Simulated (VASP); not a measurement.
Input for VASP

### POSCAR
```
CuZn
1
    2.8451126244     0.0000000000    -0.0000000000
    0.0000000000     2.8451126244     0.0000000000
    0.0000000000    -0.0000000000     2.8451126244
Zn Cu
1 1
Direct
  0.5000000000   0.5000000000   0.5000000000
  0.0000000000   0.0000000000   0.0000000000
```

File KPOINTS:
```
Automatic mesh
0
Gamma
13 13 13
0 0 0
```

INCAR:
```
ALGO=Normal
EDIFF=1E-6
EDIFFG=-0.02
ENCUT=500
GGA=PE
IBRION=2
ISIF=3
ISMEAR=1
LASPH=.TRUE.
LCHARG=.FALSE.
LMAXMIX=4
LREAL=.FALSE.
LWAVE=.FALSE.
NELM=100
NSW=40
PREC=Accurate
PSTRESS=200
SIGMA=0.1
SYSTEM=CuZn
```

POTCAR, in this order: Zn Cu (PBE.64 set). Program: vasp_std.

Q: Translate this PBE calculation to Ansatz.

A: One equivalent input (not run):
Ansatz 0.2 input:
```yaml
crystal:
  lattice:
    - [2.8451126, 0.0000000, 0.0000000]
    - [0.0000000, 2.8451126, 0.0000000]
    - [0.0000000, 0.0000000, 2.8451126]
  atoms:
    - { symbol: Zn, position: [0.5000000, 0.5000000, 0.5000000] }
    - { symbol: Cu, position: [0.0000000, 0.0000000, 0.0000000] }
kpoints:
  mp_grid: { grid: [13, 13, 13] }
hamiltonian:
  xc: pbe
  pseudopotentials: { kind: paw }
scf:
  occupations: { method: methfessel_paxton, width: 0.1 }
  max_iter: 100
relax:
  max_steps: 40
  f_tol: 0.02
  cell: { p_target: 20 }
output: { forces: true, stress: true, eigenvalues: true }
```
The two are equivalent in intent, not identical: each code has its own PAW files, so the cut-off isn't converted (ENCUT is set for VASP's; basis.ecutwfc is left out, and Ansatz then takes the one that its files recommend); Ansatz stops its SCF on the density residual and VASP on the energy change (EDIFF).

The compound is CuZn in the CsCl type structure. This run relaxes it under an external pressure of 20 GPa. Symmetry was kept, so distortions that lower it aren't found.
